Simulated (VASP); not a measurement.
The input files of a VASP run:

**POSCAR**
```
BAs
1
    0.0000000000     2.4378000000     2.4378000000
    2.4378000000     0.0000000000     2.4378000000
    2.4378000000     2.4378000000     0.0000000000
B As
1 1
Direct
  0.0000000000   0.0000000000   0.0000000000
  0.2500000000   0.2500000000   0.2500000000
```

**INCAR**
```
SYSTEM = BAs
PREC = Accurate
ENCUT = 520
EDIFF = 1E-6
NELM = 100
ALGO = Normal
LREAL = .FALSE.
LASPH = .TRUE.
ISMEAR = 0
SIGMA = 0.05
GGA = PE
LMAXMIX = 4
LWAVE = .FALSE.
LCHARG = .FALSE.
ISIF = 2
NBANDS = 3
```

KPOINTS:
```
Automatic mesh
0
Gamma
7 7 7
0 0 0
```

POTCAR, in this order: B As (PBE.64 set). Program: vasp_std.

The run wrote:

**standard output**
```
 POSCAR found type information on POSCAR B As
 POSCAR found :  2 types and       2 ions
 Reading from existing POTCAR
 Reading from existing POTCAR
 LDA part: xc-table for (Slater+PW92), standard interpolation

 -----------------------------------------------------------------------------
|                                                                             |
|     EEEEEEE  RRRRRR   RRRRRR   OOOOOOO  RRRRRR      ###     ###     ###     |
|     E        R     R  R     R  O     O  R     R     ###     ###     ###     |
|     E        R     R  R     R  O     O  R     R     ###     ###     ###     |
|     EEEEE    RRRRRR   RRRRRR   O     O  RRRRRR       #       #       #      |
|     E        R   R    R   R    O     O  R   R                               |
|     E        R    R   R    R   O     O  R    R      ###     ###     ###     |
|     EEEEEEE  R     R  R     R  OOOOOOO  R     R     ###     ###     ###     |
|                                                                             |
|     The number of bands is not sufficient to hold all electrons. I am       |
|     sorry, but this calculation does not make sense. If you want to         |
|     calculate only selected states, you need to set either EFERMI or        |
|     EREF. EREF specifies around which energy states are supposed to be      |
|     calculated.                                                             |
|     I found NBANDS = 3, NELECT = 8.                                         |
|                                                                             |
|       ---->  I REFUSE TO CONTINUE WITH THIS SICK JOB ... BYE!!! <----       |
|                                                                             |
 -----------------------------------------------------------------------------
```

Task: Read the log: what went wrong, and how is it fixed?

Result: The cause: NBANDS is too small to hold all electrons. VASP stops with an error: The number of bands is not sufficient to hold all electrons. I am sorry, but this calculation does not make sense. If you want to calculate only selected states, you need to set either EFERMI or EREF. EREF specifies around which energy states are supposed to be calculated. I found NBANDS = 3, NELECT = 8. ----> I REFUSE TO CONTINUE WITH THIS SICK JOB ... BYE!!! <---- To mend it, remove NBANDS.

The mended run (PBE GGA, plane waves, VASP's PBE PAW potentials (set 64)) converges, and its OSZICAR ends with
```
   1 F= -.11392423E+02 E0= -.11392423E+02  d E =-.149452E-11
```

The compound is BAs in the zinc blende structure. The cell was not relaxed at this level.
